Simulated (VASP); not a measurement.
CdCuH4:

```
CELL_PARAMETERS angstrom
3.19311 0.00000 0.00000
0.00000 3.19311 0.00000
0.00000 0.00000 6.02376
ATOMIC_POSITIONS crystal
Cd 0.50000 0.50000 0.50000
Cu 0.00000 0.00000 0.00000
H 0.00000 0.00000 0.72894
H 0.50000 0.00000 0.00000
H 0.00000 0.50000 0.00000
H 0.00000 0.00000 0.27106
```

The cell was built by a generator and needn't be a form met in nature.

| Item | Value |
| --- | --- |
| Program | VASP 6.6.1 |
| Task | relaxation of cell and atoms |
| Functional | PBE |
| Potentials or basis | VASP PAW PBE potentials, release 64 (Cd, Cu, H) |
| Cutoff | 600 eV |
| k mesh | 6 × 6 × 4 |
| Occupations | gaussian, width 0.1 eV |
| Spin | no spin polarisation |

At the start: pressure -1.0 GPa; volume 10.24 Å³/atom.

Where does the relaxation end?

Over 3 steps the energy falls by 2.0 meV/atom and the volume is 10.09 Å³/atom (-1.4 %); space group P4/mmm (No. 123, to 0.05 Å).

Step by step:
| step | energy change (eV) | largest force (eV/Å) | pressure (GPa) | volume (Å³) |
| --- | --- | --- | --- | --- |
| 1 | 0.0000 | 0.2349 | -1.01 | 61.42 |
| 2 | -0.0107 | 0.0894 | -0.14 | 60.84 |
| 3 | -0.0121 | 0.0007 | 0.36 | 60.53 |

Final structure:
```xyz
6
Lattice="3.1928 0.0000 0.0000 0.0000 3.1928 0.0000 0.0000 0.0000 5.9381" Properties=species:S:1:pos:R:3 pbc="T T T"
Cd    1.5964    1.5964    2.9690
Cu    0.0000    0.0000    0.0000
H     0.0000    0.0000    4.3458
H     1.5964    0.0000    0.0000
H     0.0000    1.5964    0.0000
H     3.1928    3.1928    1.5923
```
